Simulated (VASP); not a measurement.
Runs of VASP 6.6.1 on O2CH2. The cell holds a molecule in a box, 5 atoms: a = 13.343 Å, b = 13.843 Å, c = 14.343 Å, α = 90.00°, β = 90.00°, γ = 90.00°. 

```tsv
level	potentials or basis	gap on the mesh (eV)	largest force (eV/Å)
RPBE+D3(BJ)	VASP PAW PBE potentials, release 64 (O, C, H)	5.26	(a)
rev-vdW-DF2	VASP PAW PBE potentials, release 64 (O, C, H)	5.23	(c)
RPBE	VASP PAW PBE potentials, release 64 (O, C, H)	5.26	0.43
LDA	VASP PAW LDA potentials, release 64 (O, C, H)	5.13	0.85
PBEsol	VASP PAW PBE potentials, release 64 (O, C, H)	5.20	(b)
```

Alike in all rows: task single point; no spin polarisation; cell as given; k mesh 1 × 1 × 1; cutoff (eV) 400; smearing gaussian 0.01 eV.

Question: Fill in the values left out.

Answer: (a) 0.39; (b) 0.36; (c) 0.15.

Caveats: the standard files for N, O and F lose accuracy on very short bonds; the PAW data sets were made with another functional, which shifts forces and pressure a little (some runs).

Runs at the PBE level aren't shown here.
